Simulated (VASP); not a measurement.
Data:

```
InP
1.0
    0.00000     2.93500     2.93500
    2.93500     0.00000     2.93500
    2.93500     2.93500     0.00000
In P
1 1
Cartesian
  0.00000   0.00000   0.00000
  1.46750   1.46750   1.46750
```

Computed with G0W0 on PBE orbitals, VASP's PBE PAW potentials (set 64) (plane waves; VASP 6.6.1). Numerical set-up: PREC = Normal, 500 eV cut-off, 6×6×6 Γ-centred mesh, Gaussian smearing of 0.010 eV, potentials In_d_GW P_GW.

The mesh is coarse and the basis finite, so the quasiparticle values are not converged.

NBANDS = 128, ENCUTGW = 180 eV, NOMEGA = 64. The PBE levels (eV) that the step starts from are:

```json
[
 {"state": "k1 (0.00, 0.00, 0.00), band 6", "KS energy": "-7.61", "filling": "2"},
 {"state": "k1 (0.00, 0.00, 0.00), band 7", "KS energy": "3.88", "filling": "2"},
 {"state": "k1 (0.00, 0.00, 0.00), band 8", "KS energy": "3.88", "filling": "2"},
 {"state": "k1 (0.00, 0.00, 0.00), band 9", "KS energy": "3.88", "filling": "2"},
 {"state": "k1 (0.00, 0.00, 0.00), band 10", "KS energy": "4.56", "filling": "0"},
 {"state": "k1 (0.00, 0.00, 0.00), band 11", "KS energy": "7.96", "filling": "0"},
 {"state": "k1 (0.00, 0.00, 0.00), band 12", "KS energy": "7.96", "filling": "0"},
 {"state": "k1 (0.00, 0.00, 0.00), band 13", "KS energy": "7.96", "filling": "0"},
 {"state": "k11 (0.50, 0.33, 0.00), band 6", "KS energy": "-5.48", "filling": "2"},
 {"state": "k11 (0.50, 0.33, 0.00), band 7", "KS energy": "-1.51", "filling": "2"},
 {"state": "k11 (0.50, 0.33, 0.00), band 8", "KS energy": "1.11", "filling": "2"},
 {"state": "k11 (0.50, 0.33, 0.00), band 9", "KS energy": "1.84", "filling": "2"},
 {"state": "k11 (0.50, 0.33, 0.00), band 10", "KS energy": "6.12", "filling": "0"},
 {"state": "k11 (0.50, 0.33, 0.00), band 11", "KS energy": "7.31", "filling": "0"},
 {"state": "k11 (0.50, 0.33, 0.00), band 12", "KS energy": "11.04", "filling": "0"},
 {"state": "k11 (0.50, 0.33, 0.00), band 13", "KS energy": "11.63", "filling": "0"},
 {"state": "k13 (0.50, 0.50, 0.00), band 6", "KS energy": "-5.26", "filling": "2"},
 {"state": "k13 (0.50, 0.50, 0.00), band 7", "KS energy": "-1.86", "filling": "2"},
 {"state": "k13 (0.50, 0.50, 0.00), band 8", "KS energy": "1.57", "filling": "2"},
 {"state": "k13 (0.50, 0.50, 0.00), band 9", "KS energy": "1.57", "filling": "2"},
 {"state": "k13 (0.50, 0.50, 0.00), band 10", "KS energy": "5.64", "filling": "0"},
 {"state": "k13 (0.50, 0.50, 0.00), band 11", "KS energy": "6.14", "filling": "0"},
 {"state": "k13 (0.50, 0.50, 0.00), band 12", "KS energy": "13.05", "filling": "0"},
 {"state": "k13 (0.50, 0.50, 0.00), band 13", "KS energy": "13.43", "filling": "0"}
]
```

Give the quasiparticle energies and renormalisation factors Z.

```tsv
state	QP energy (eV)	Z
k1 (0.00, 0.00, 0.00), band 6	-7.94	0.60
k1 (0.00, 0.00, 0.00), band 7	3.43	0.74
k1 (0.00, 0.00, 0.00), band 8	3.43	0.74
k1 (0.00, 0.00, 0.00), band 9	3.43	0.74
k1 (0.00, 0.00, 0.00), band 10	4.68	0.76
k1 (0.00, 0.00, 0.00), band 11	8.13	0.75
k1 (0.00, 0.00, 0.00), band 12	8.13	0.75
k1 (0.00, 0.00, 0.00), band 13	8.13	0.75
k11 (0.50, 0.33, 0.00), band 6	-5.88	0.66
k11 (0.50, 0.33, 0.00), band 7	-2.02	0.69
k11 (0.50, 0.33, 0.00), band 8	0.54	0.71
k11 (0.50, 0.33, 0.00), band 9	1.29	0.72
k11 (0.50, 0.33, 0.00), band 10	6.12	0.77
k11 (0.50, 0.33, 0.00), band 11	7.43	0.75
k11 (0.50, 0.33, 0.00), band 12	11.14	0.73
k11 (0.50, 0.33, 0.00), band 13	11.80	0.72
k13 (0.50, 0.50, 0.00), band 6	-5.65	0.66
k13 (0.50, 0.50, 0.00), band 7	-2.37	0.69
k13 (0.50, 0.50, 0.00), band 8	1.01	0.72
k13 (0.50, 0.50, 0.00), band 9	1.01	0.72
k13 (0.50, 0.50, 0.00), band 10	5.56	0.77
k13 (0.50, 0.50, 0.00), band 11	6.23	0.76
k13 (0.50, 0.50, 0.00), band 12	13.12	0.71
k13 (0.50, 0.50, 0.00), band 13	13.58	0.71
```
On the mesh the gap opens from 0.68 to 1.25 eV.

The compound is InP in the zinc blende structure. The cell was not relaxed at this level.
